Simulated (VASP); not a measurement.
Given:

```xyz
4
Lattice="2.0390 1.1772 7.2360 -2.0390 1.1772 7.2360 0.0000 -2.3545 7.2360" Properties=species:S:1:pos:R:3 pbc="T T T"
Tl     0.0000     0.0000    10.8541
Bi     0.0000     0.0000     0.0000
S      0.0000     0.0000     5.6661
S      0.0000     0.0000    16.0420
```

These are PBEsol GGA, VASP's PBE PAW potentials (set 64) (plane waves; VASP) values and carry that method's errors. Run with 400 eV cut-off, 7×7×7 Γ-centred mesh, tetrahedra with Blöchl corrections, potentials Tl_d Bi_d S.

Unless said otherwise, spin-orbit coupling is left out, though it shifts the bands of the heavy elements here.

Problem. Estimate the energy per atom (σ→0), band gap (on the k-mesh) with the smallest direct gap where there is one.

Solution. 
The band gap (on the k-mesh) is 0.16 eV, the smallest direct gap (on the k-mesh) is 0.16 eV and the energy per atom (σ→0) comes out as -4.345 eV/atom.

Only differences to runs with the same potentials and settings are physical.

The structure comes from a computed database's TlBiS2 entry (R-3m); how it stands against other phases isn't given here. It was relaxed first.
